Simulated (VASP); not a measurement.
Ga2SnSe, 4 atoms in the cell. It takes space group P-4m2 (No. 115, tetragonal). The conventional cell has a = 4.446 Å, b = 4.446 Å, c = 5.766 Å, α = 90.00°, β = 90.00°, γ = 90.00°. Ga (site symmetry 2mm) has 2 Sn at 2.63 Å and 2 Se at 2.67 Å as nearest neighbours. Sn (site symmetry -4m2) is surrounded by 4 Ga at 2.63 Å. Around Se (site symmetry -4m2) lie 4 Ga at 2.67 Å. The cell was built by a generator and needn't be a form met in nature.

```yaml
Program: VASP 6.6.1
Task: single point
Functional: r2SCAN
Potentials_or_basis: VASP PAW PBE potentials, release 64 (Ga_d, Sn_d, Se)
Cutoff: 520 eV
k_mesh: 8 × 8 × 6
Occupations: gaussian, width 0.1 eV
Spin: no spin polarisation
Further_INCAR_settings: ALGO = Normal; EDIFF = 1e-06
```

Potentials or basis: VASP PAW PBE potentials, release 64 (Ga_d, Sn_d, Se).

Launch:

```sh
$ cat potpaw_PBE.64/Ga_d/POTCAR potpaw_PBE.64/Sn_d/POTCAR potpaw_PBE.64/Se/POTCAR > POTCAR
$ mpirun -np 2 vasp_std > vasp.out
```

Hardware: 2 MPI ranks on Intel(R) Xeon(R) Platinum 8488C (Sapphire Rapids), on a shared host.

**Question.** How long does it take, and how much memory?

**Answer.** It took 3.4 min on 2 MPI ranks on Intel(R) Xeon(R) Platinum 8488C (Sapphire Rapids), on a shared host, peak memory 0.38 GiB a rank. Counts: scf iterations 19, k points 60.
